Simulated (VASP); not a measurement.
Here is the system:

```yaml
crystal:
  lattice:
    - [5.90734, 0.00000, 0.00000]
    - [0.00000, 5.90734, 0.00000]
    - [0.00000, 0.00000, 5.90734]
  atoms:
    - { symbol: Cs, position: [0.00000, 0.00000, 0.00000] }
    - { symbol: Pb, position: [0.50000, 0.50000, 0.50000] }
    - { symbol: Br, position: [0.50000, 0.00000, 0.50000] }
    - { symbol: Br, position: [0.00000, 0.50000, 0.50000] }
    - { symbol: Br, position: [0.50000, 0.50000, 0.00000] }
```

Level of theory: optB86b-vdW, VASP's PBE PAW potentials (set 64) (plane waves; VASP). Numerical set-up: 520 eV cut-off, Gaussian smearing of 0.050 eV, potentials Cs_sv Pb_d Br.

Unless said otherwise, spin-orbit coupling is left out, though it shifts the bands of the heavy elements here.

**Question.** Estimate the band gap (along the path) with the smallest direct gap where there is one.

**Answer.** 
The band gap (along the path) comes out as 1.62 eV and the smallest direct gap (along the path) is 1.62 eV.

The absolute energy has meaning only against runs of the same code, potentials and settings.

The compound is CsPbBr3 in the cubic perovskite structure, the ideal cubic form; the compound distorts at low or room temperature. It was relaxed first.
